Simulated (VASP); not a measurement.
A convergence study with VASP on HfO₂: one setting is varied, all else stays as given below, so the limit is that of these other settings.

```
HfO2
1.0
    3.58133     0.00000     0.00000
    1.79066     3.10152     0.00000
    0.00000     0.00000    21.31030
Hf O
3 6
Direct
  0.66667   0.66667   0.36278
  0.00000   0.00000   0.50000
  0.33333   0.33333   0.63722
  0.33333   0.33333   0.32848
  0.00000   0.00000   0.39709
  0.66667   0.66667   0.46570
  0.33333   0.33333   0.53431
  0.00000   0.00000   0.60291
  0.66667   0.66667   0.67152
```

The numbers are results of PBE GGA, VASP's PBE PAW potentials (set 64) (plane waves; VASP 6.6.1), not measurements. The tightest run used: 400 eV cut-off, 20×20×1 Γ-centred mesh, Fermi-Dirac smearing of 0.020 eV, potentials Hf_pv O.

### Question
The settings run are 2×2×1 mesh; 3×3×1 mesh; 4×4×1 mesh; 5×5×1 mesh; 6×6×1 mesh; 8×8×1 mesh; 9×9×1 mesh; 11×11×1 mesh; 12×12×1 mesh; 14×14×1 mesh; 17×17×1 mesh; 20×20×1 mesh. From which on does the energy per atom stay within 0.01 eV/atom of the tightest run?

### Answer
From 3×3×1 mesh on: it is off by 0.0013 there and by no more than 0.01 in any finer run, while 2×2×1 mesh is off by 0.0807.
```csv
setting,E (eV/atom),largest force (eV/Å),irreducible k-points,difference judged (eV/atom)
2×2×1 mesh,-9.8725,1.066,2,0.0807
3×3×1 mesh,-9.9519,0.894,3,0.0013
4×4×1 mesh,-9.9532,0.923,4,0.0001
5×5×1 mesh,-9.9532,0.922,5,0.0000
6×6×1 mesh,-9.9530,0.923,7,0.0002
8×8×1 mesh,-9.9534,0.922,10,0.0001
9×9×1 mesh,-9.9533,0.922,12,0.0001
11×11×1 mesh,-9.9533,0.922,16,0.0001
12×12×1 mesh,-9.9533,0.923,19,0.0000
14×14×1 mesh,-9.9532,0.923,24,0.0000
17×17×1 mesh,-9.9532,0.923,33,0.0000
20×20×1 mesh,-9.9533,0.923,44,0.0000
```

Left out are rungs that failed or repeat a setting and relaxations that didn't move; long series are thinned to 24 rows.

The cell is a sheet or thin cut with vacuum, built from a generated structure.
